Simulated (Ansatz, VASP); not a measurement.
**SnH5CN2Cl3 in two plane-wave programs**

Wanted: the spread between two codes on one cell, functional and k mesh. The cell is taken from a series of runs on this material, whose earlier steps may have relaxed, scaled, displaced or heated it; both programs get it as it stands.

Program: Ansatz 0.2.0. Level of theory: plane waves, with VASP 6.6.1 beside it; G0W0 gap at PBE. Results are calculated unless marked as measured.

## Step 1: The structure

The structure is orthorhombic, space group Amm2 (No. 38). Conventional cell: a = 6.131 Å, b = 7.834 Å, c = 8.308 Å, α = 90.00°, β = 90.00°, γ = 90.00°. Nearest to Sn lie 6 Cl at 2.62 to 3.10 Å. Nearest to H lie 1 N at 1.02 Å. Nearest to H lie 1 N at 1.01 Å. H has 1 C at 1.09 Å nearest. Nearest to C lie 1 H at 1.09 Å and 2 N at 1.31 Å. N has 2 H at 1.01 to 1.02 Å and 1 C at 1.31 Å nearest. Farther neighbours and most contacts between anions are not listed.

Structure file:

```cif
data_structure
_symmetry_space_group_name_H-M 'Amm2'
_symmetry_Int_Tables_number 38
_cell_length_a 6.1311
_cell_length_b 7.8342
_cell_length_c 8.3078
_cell_angle_alpha 90.000
_cell_angle_beta 90.000
_cell_angle_gamma 90.000
_cell_volume 399.04
loop_
_atom_site_label
_atom_site_type_symbol
_atom_site_symmetry_multiplicity
_atom_site_Wyckoff_symbol
_atom_site_fract_x
_atom_site_fract_y
_atom_site_fract_z
_atom_site_occupancy
Sn1 Sn 2 b 0.50000 0.50000 0.87981 1
H1 H 4 c 0.20067 0.50000 0.22425 1
H2 H 4 c 0.32532 0.50000 0.41460 1
H3 H 2 a 0.00000 0.50000 0.55251 1
C1 C 2 a 0.00000 0.50000 0.42095 1
N1 N 4 c 0.18807 0.50000 0.34668 1
Cl1 Cl 4 e 0.50000 0.74468 0.09463 1
Cl2 Cl 2 a 0.00000 0.50000 0.91323 1
```

## Step 2: VASP: G0W0 gap, PBE

Quasiparticle shifts depend on high empty states and on the cores, so they are the hardest test of two PAW sets.

Lines of VASP's logs that name or quote its potential files are left out, and so is its time.

The run reads the wave functions of an earlier VASP run, which isn't shown here.

Input file INCAR:

```
SYSTEM = SnH5CN2Cl3
PREC = Accurate
ENCUT = 450
ISMEAR = 0
SIGMA = 0.01
LREAL = .FALSE.
GGA = PE
NBANDS = 755
ALGO = EVGW0
NELMGW = 1
ENCUTGW = 140
NOMEGA = 64
PRECFOCK = Fast
NBANDSGW = 35
LWAVE = .FALSE.
LCHARG = .FALSE.
```

Input file POSCAR:

```
SnH5CN2Cl3
1.0
    6.1310943050      0.0000000000      0.0000000000
    0.0000000000      3.9170788650      4.1538850000
    0.0000000000     -3.9170788650      4.1538850000
Sn H C N Cl
1 5 1 2 3
Direct
    0.5000000000      0.3798096617      0.3798096617
    0.2006746883      0.7242458250      0.7242458250
    0.7993253117      0.7242458250      0.7242458250
    0.3253201947      0.9145973247      0.9145973247
    0.6746798053      0.9145973247      0.9145973247
    0.0000000000      0.0525123847      0.0525123847
    0.0000000000      0.9209489289      0.9209489289
    0.1880660857      0.8466777848      0.8466777848
    0.8119339143      0.8466777848      0.8466777848
    0.5000000000      0.8393025645      0.3499481386
    0.5000000000      0.3499481386      0.8393025645
    0.0000000000      0.4132344525      0.4132344525
```

Input file KPOINTS:

```
Automatic mesh
0
Gamma
2 2 2
0 0 0
```

The projector-augmented-wave data sets are Sn_d_GW, H_GW, C_GW, N_GW and Cl_GW (PBE family, release 64).

Started as:

```sh
$ export OMP_NUM_THREADS=3
$ mpirun -np 1 vasp_std
```

Numbers of over 12 decimals in the logs are rounded to 6 here.

Output:

```text
[banner, memory and clock lines left out]
running    1 mpi-ranks, on    1 nodes
 distrk:  each k-point on    1 cores,    1 groups
 distr:  one band on    1 cores,    1 groups
 Offloading initialized ...    1 GPUs detected
 POSCAR found type information on POSCAR SnH C N Cl
 POSCAR found :  5 types and      12 ions
|                                                                             |
|           W    W    AA    RRRRR   N    N  II  N    N   GGGG   !!!           |
|           W    W   A  A   R    R  NN   N  II  NN   N  G    G  !!!           |
|           W    W  A    A  R    R  N N  N  II  N N  N  G       !!!           |
|           W WW W  AAAAAA  RRRRR   N  N N  II  N  N N  G  GGG   !            |
|           WW  WW  A    A  R   R   N   NN  II  N   NN  G    G                |
|           W    W  A    A  R    R  N    N  II  N    N   GGGG   !!!           |
|                                                                             |
|     The default for ENCUTGWSOFT is different in this version of VASP.       |
|     please manually set ENCUTGWSOFT =140 in the INCAR file.                 |
|                                                                             |

 LDA part: xc-table for (Slater+PW92), standard interpolation
 found WAVECAR, reading the header
 POSCAR, INCAR and KPOINTS ok, starting setup
 FFT: planning ... GRIDC
 FFT: planning ... GRID_SOFT
 FFT: planning ... GRID
 reading WAVECAR
 the WAVECAR file was read successfully
 initial charge from wavefunction
 available memory per node:   1683.78 GB, setting MAXMEM to   1724192

 The Fermi energy was updated, please check that it is located mid-gap
 values below the HOMO (VB) or above the LUMO (CB) will cause erroneous energies
 E-fermi :   1.3966

 calculate exact exchange contribution
 the WAVEDER file was read successfully
energies w=
    0.000    0.000    0.559    0.000    1.117    0.000    1.672    0.000
    2.223    0.000    2.770    0.000    3.312    0.000    3.847    0.000
    4.375    0.000    4.897    0.000    5.411    0.000    5.919    0.000
    6.419    0.000    6.913    0.000    7.400    0.000    7.882    0.000
    8.358    0.000    8.831    0.000    9.300    0.000    9.766    0.000
   10.230    0.000   10.693    0.000   11.157    0.000   11.621    0.000
   12.088    0.000   12.559    0.000   13.034    0.000   13.516    0.000
   14.005    0.000   14.503    0.000   15.013    0.000   15.534    0.000
   16.071    0.000   16.624    0.000   17.197    0.000   17.793    0.000
   18.413    0.000   19.062    0.000   19.744    0.000   20.464    0.000
   21.227    0.000   22.038    0.000   22.906    0.000   23.839    0.000
   24.846    0.000   25.940    0.000   27.136    0.000   28.451    0.000
   29.907    0.000   31.531    0.000   33.357    0.000   35.429    0.000
   37.803    0.000   40.555    0.000   43.782    0.000   47.624    0.000
   52.276    0.000   58.023    0.000   65.302    0.000   74.810    0.000
   87.741    0.000  106.324    0.000  135.241    0.000  186.305    0.000
 responsefunction array rank=     756
 LDA part: xc-table for (Slater+PW92), standard interpolation

 min. memory requirement per mpi rank   1796.4 MB, per node   1796.4 MB

 allocating  64 responsefunctions rank=   756
 shmem allocating  64 responsefunctions rank=   756
 response function shared by NCSHMEM nodes    1
 Doing            64  frequencies on each core in blocks of            64
NQ=   1    0.0000    0.0000    0.0000,
|.........|.........|.........|.........|.........|.........|.........|.........
 performed        631000 updates of chi_q(r,r)
 total number of BLAS operations       2834.61 Gflops
NQ=   2    0.5000    0.0000    0.0000,
|.........|.........|.........|.........|.........|.........|.........|.........
 performed       1262000 updates of chi_q(r,r)
 total number of BLAS operations       5722.45 Gflops
NQ=   3    0.0000    0.5000    0.0000,
|.........|.........|.........|.........|.........|.........|.........|.........
 performed       1999000 updates of chi_q(r,r)
 total number of BLAS operations       8969.88 Gflops
NQ=   4    0.5000    0.5000    0.0000,
|.........|.........|.........|.........|.........|.........|.........|.........
 performed       2736000 updates of chi_q(r,r)
 total number of BLAS operations      12234.83 Gflops
NQ=   5    0.0000    0.5000    0.5000,
|.........|.........|.........|.........|.........|.........|.........|.........
 performed       3367000 updates of chi_q(r,r)
 total number of BLAS operations      15001.73 Gflops
NQ=   6    0.5000    0.5000    0.5000,
|.........|.........|.........|.........|.........|.........|.........|.........
 performed       3998000 updates of chi_q(r,r)
 total number of BLAS operations      17738.79 Gflops
 resolving degeneracies of screened two electron integrals

 calculate QP shifts <psi_nk| G(iteration)W_0 |psi_nk>: iteration 1
 entering main loop
```

Parts of OUTCAR (step 2):

```text
ion  position               nearest neighbor table
   1  0.500  0.380  0.380-  10 2.62  11 2.62
   2  0.201  0.724  0.724-   8 1.02
   3  0.799  0.724  0.724-   9 1.02
   4  0.325  0.915  0.915-   8 1.01
   5  0.675  0.915  0.915-   9 1.01
   6  0.000  0.053  0.053-   7 1.09
   7  0.000  0.921  0.921-   6 1.09   8 1.31   9 1.31
   8  0.188  0.847  0.847-   4 1.01   2 1.02   7 1.31
   9  0.812  0.847  0.847-   5 1.01   3 1.02   7 1.31
  10  0.500  0.839  0.350-   1 2.62
  11  0.500  0.350  0.839-   1 2.62
  12  0.000  0.413  0.413-

  LATTYP: Found a base centered orthorhombic cell.
 ALAT       =     7.8341577300
 B/A-ratio  =     1.0604547785
 C/A-ratio  =     0.7826105264

 Subroutine GETGRP returns: Found  4 space group operations
 (whereof  4 operations were pure point group operations)

The static configuration has the point symmetry C_2v.

 Found      6 irreducible k-points:

   k-points           NKPTS =      6   k-points in BZ     NKDIM =      8   number of bands    NBANDS=    755

   dimension x,y,z NGX =    42 NGY =   40 NGZ =   40
   dimension x,y,z NGXF=    84 NGYF=   80 NGZF=   80

   ENCUT  =  450.0 eV  33.07 Ry    5.75 a.u.  10.60  9.88  9.88*2*pi/ulx,y,z

   NELECT =      54.0000    total number of electrons

  energy-cutoff  :      450.00
  volume of cell :      199.52
      direct lattice vectors                 reciprocal lattice vectors
     6.131094305  0.000000000  0.000000000     0.163103020  0.000000000 -0.000000000
     0.000000000  3.917078865  4.153885000    -0.000000000  0.127646141  0.120369245
     0.000000000 -3.917078865  4.153885000     0.000000000 -0.127646141  0.120369245

 k-points in reciprocal lattice and weights: Automatic mesh
   0.00000000  0.00000000  0.00000000       0.125
   0.50000000  0.00000000  0.00000000       0.125
   0.00000000  0.50000000  0.00000000       0.250
   0.50000000  0.50000000  0.00000000       0.250
   0.00000000  0.50000000  0.50000000       0.125
   0.50000000  0.50000000  0.50000000       0.125

 E-fermi :   1.3966

 QP shifts <psi_nk| G(iteration)W_0 |psi_nk>: iteration 1
 for sc-GW calculations column KS-energies equals QP-energies in previous step
 and V_xc(KS)=  KS-energies - (<T + V_ion + V_H > + <T+V_H+V_ion>^1  + <V_x>^1)
 k-point   1 :       0.0000    0.0000    0.0000
  band No.  KS-energies  QP-energies   sigma(KS)   V_xc(KS)     V^pw_x(r,r')   Z            occupation Imag(sigma)
    ...
     24      -1.8393      -3.0437     -15.4893     -13.7782     -18.3762       0.7039       2.0000       0.1180
     25      -1.4514      -2.5164     -15.5658     -14.0486     -18.2715       0.7020       2.0000       0.1164
     26      -1.2002      -2.3648     -15.2339     -13.5709     -17.9921       0.7003       2.0000       0.1199
     27      -0.9929      -2.1958     -15.4379     -13.7088     -18.3241       0.6957       2.0000       0.1223
     28       3.5849       4.8973     -11.7324     -13.4977      -7.9842       0.7435       0.0000      -0.0874
     29       4.5369       5.1050      -8.5291      -9.2694      -4.6983       0.7674       0.0000      -0.0952
     30       4.9326       5.4253     -10.6939     -11.3838      -6.5925       0.7141       0.0000      -0.1510
     31       5.6886       6.1719      -9.6717     -10.3309      -5.6351       0.7331       0.0000      -0.1267
    ...

 k-point   2 :       0.5000    0.0000    0.0000
  band No.  KS-energies  QP-energies   sigma(KS)   V_xc(KS)     V^pw_x(r,r')   Z            occupation Imag(sigma)
    ...
     24      -1.3053      -2.4860     -15.0479     -13.3507     -17.8538       0.6957       2.0000       0.1235
     25      -1.2610      -2.3356     -17.2759     -15.7887     -19.8946       0.7225       2.0000       0.0931
     26      -0.9759      -2.1872     -15.4510     -13.7169     -18.3230       0.6985       2.0000       0.1211
     27      -0.8471      -1.8158     -15.1433     -13.7886     -17.1743       0.7151       2.0000       0.1017
     28       3.0201       3.4568      -9.7862     -10.3752      -6.1246       0.7414       0.0000      -0.0951
     29       3.5961       4.9515     -11.8099     -13.6367      -7.9917       0.7420       0.0000      -0.0878
     30       5.1293       5.7273      -9.1652      -9.9599      -5.1795       0.7526       0.0000      -0.1066
     31       5.8255       6.3791     -10.7014     -11.4741      -6.5143       0.7164       0.0000      -0.1415
    ...

 k-point   3 :       0.0000    0.5000    0.0000
  band No.  KS-energies  QP-energies   sigma(KS)   V_xc(KS)     V^pw_x(r,r')   Z            occupation Imag(sigma)
    ...
     24      -1.3929      -2.4894     -16.3302     -14.7898     -19.0350       0.7118       2.0000       0.1054
     25      -1.3500      -2.5038     -15.1354     -13.4854     -17.8176       0.6993       2.0000       0.1219
     26      -1.0707      -2.2805     -15.2553     -13.5168     -18.1266       0.6959       2.0000       0.1234
     27      -0.7551      -1.7348     -15.1726     -13.8211     -16.9703       0.7248       2.0000       0.0971
     28       3.2666       3.7643      -9.9480     -10.6215      -6.1860       0.7389       0.0000      -0.0969
     29       3.6307       4.9714     -11.9113     -13.7245      -8.1011       0.7394       0.0000      -0.0887
     30       4.5391       4.9997     -10.4382     -11.0756      -6.5106       0.7226       0.0000      -0.1334
     31       5.4430       6.1674      -9.8052     -10.7762      -5.7892       0.7461       0.0000      -0.1106
    ...

 k-point   4 :       0.5000    0.5000    0.0000
  band No.  KS-energies  QP-energies   sigma(KS)   V_xc(KS)     V^pw_x(r,r')   Z            occupation Imag(sigma)
    ...
     24      -1.5454      -2.6524     -17.0827     -15.5478     -19.7330       0.7213       2.0000       0.0936
     25      -1.2122      -2.3939     -15.2314     -13.5388     -18.0321       0.6982       2.0000       0.1210
     26      -0.9414      -2.1396     -15.5665     -13.8575     -18.4054       0.7011       2.0000       0.1185
     27      -0.1620      -1.0765     -15.0792     -13.8320     -16.5461       0.7332       2.0000       0.0856
     28       2.5979       2.9932      -9.3850      -9.9134      -5.8063       0.7480       0.0000      -0.0903
     29       3.1380       3.5895      -9.6917     -10.2997      -5.9407       0.7425       0.0000      -0.0958
     30       3.7117       5.1429     -12.1898     -14.1300      -8.3489       0.7377       0.0000      -0.0882
     31       5.2868       5.8302     -10.3485     -11.0923      -6.3629       0.7305       0.0000      -0.1206
    ...

[... 2 further parts left out ...]
```

(Part 1 of 2 ends here.)

[Lines on the potential files, build, host, timing and source positions are cut from VASP's logs without a mark.]

[Logs are printed without paths, hosts, clocks, repeated set-up lines and the standing remarks that a program may print on its own settings, such as how far it seeks lower states.]

[Hosts, paths, dates, database ids (printed as entryN), source tags and the programs' standing remarks are cut or masked in the printed files.]
